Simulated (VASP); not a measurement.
A run of VASP 6.6.1 is set up as follows.

INCAR

```
SYSTEM = Li3Y
PREC = Accurate
ENCUT = 520
EDIFF = 1E-6
ISMEAR = 1
SIGMA = 0.1
LREAL = .FALSE.
LASPH = .TRUE.
NELM = 100
ALGO = Normal
ISIF = 2
LWAVE = .FALSE.
LCHARG = .FALSE.
NBANDS = 30
```

The input KPOINTS:

```
regular mesh
0
G
  3 3 3
  0 0 0
```

Contents of POSCAR:

```
Li3Y
1.0
    6.5680938900      0.0000000000      0.0000000000
   -3.2840469400      5.6881361600      0.0000000000
    0.0000000000      0.0000000000      4.9927860000
Li Y
6 2
Direct
    0.2995380000      0.1497690000      0.7500000000
    0.8502310000      0.1497690000      0.7500000000
    0.8502310000      0.7004620000      0.7500000000
    0.7004620000      0.8502310000      0.2500000000
    0.1497690000      0.8502310000      0.2500000000
    0.1497690000      0.2995380000      0.2500000000
    0.6666666667      0.3333333333      0.2500000000
    0.3333333333      0.6666666667      0.7500000000
```

Potentials or basis: VASP PAW LDA potentials, release 64 (Li_sv, Y_sv).

Launch:

```sh
$ cat potpaw_LDA.64/Li_sv/POTCAR potpaw_LDA.64/Y_sv/POTCAR > POTCAR
$ mpirun -np 1 vasp_std > vasp.out
```

What does it give for the largest force?

0.038 eV/Å.

What does it give for the band gap on the k mesh?

None (metal or under the smearing width).

Forces on the atoms (eV/Å):
```
Li   0.033  0.019  0.000
Li  -0.033  0.019  0.000
Li   0.000 -0.038  0.000
Li  -0.033 -0.019  0.000
Li   0.033 -0.019  0.000
Li   0.000  0.038  0.000
Y    0.000  0.000  0.000
Y    0.000  0.000  0.000
```

Caveat: the k mesh is coarse (spacing up to 0.42 Å⁻¹), so the values aren't converged.
